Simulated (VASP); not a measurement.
An input for Quantum ESPRESSO's pw.x (written as the equivalent of a VASP run, and not itself run):

```
&CONTROL
  calculation = 'vc-relax'
  pseudo_dir = './pseudo'
  outdir = './out'
  tprnfor = .true.
  tstress = .true.
  nstep = 40
  forc_conv_thr = 0.00078
/
&SYSTEM
  ibrav = 0
  nat = 2
  ntyp = 2
  ecutwfc = 84
  occupations = 'smearing'
  smearing = 'gaussian'
  degauss = 0.003675
  input_dft = 'pbe'
/
&ELECTRONS
  conv_thr = 7.3e-08
  electron_maxstep = 100
/
&IONS
/
&CELL
  press = 300
/
ATOMIC_SPECIES
  Mg 24.305 Mg.upf
  Te 127.600 Te.upf
CELL_PARAMETERS angstrom
     0.0000000    2.9362499    2.9362499
     2.9362499    0.0000000    2.9362499
     2.9362499    2.9362499    0.0000000
ATOMIC_POSITIONS crystal
  Mg   0.0000000  0.0000000  0.0000000
  Te   0.2500000  0.2500000  0.2500000
K_POINTS automatic
  8 8 8 0 0 0
```

Problem. Translate this input to VASP (INCAR, KPOINTS, POSCAR, choice of POTCAR).

Solution. Several could match; the one computed here: 
INCAR:
```
LWAVE = .FALSE.
LMAXMIX = 4
SIGMA = 0.05   ! width (eV)
PSTRESS = 300   ! kbar
ALGO = Normal   ! blocked Davidson
IBRION = 2
LCHARG = .FALSE.
ISIF = 3   ! ions, shape and volume
GGA = PE
ENCUT = 500
EDIFF = 1E-6
EDIFFG = -0.02
PREC = Accurate
NSW = 40   ! most ionic steps
ISMEAR = 0   ! Gaussian
LREAL = .FALSE.   ! projection in real space or not
NELM = 100   ! most electronic steps
SYSTEM = MgTe
LASPH = .TRUE.   ! aspherical one-centre terms
```

File POSCAR:
```
MgTe
1.0
  0.0000000000   2.9362498747   2.9362498747
  2.9362498747   0.0000000000   2.9362498747
  2.9362498747   2.9362498747   0.0000000000
Mg Te
1 1
Cartesian
  0.0000000000   0.0000000000   0.0000000000
  1.4681249374   1.4681249374   1.4681249374
```

**KPOINTS**
```
Automatic mesh
0
Gamma
8 8 8
0 0 0
```

POTCAR, in this order: Mg Te (PBE.64 set). Program: vasp_std.

Limits of the translation: the potentials are each code's own (VASP's PAW set, PseudoDojo norm-conserving files in pw.x), so ENCUT and ecutwfc are chosen apart and not converted; conv_thr bounds pw.x's estimated SCF error, while EDIFF bounds the energy change between steps; forc_conv_thr acts on force components and is met together with etot_conv_thr.

The compound is MgTe in the zinc blende structure, whereas wurtzite is the usual form. This run relaxes it under an external pressure of 30 GPa. Symmetry was kept, so distortions that lower it aren't found.
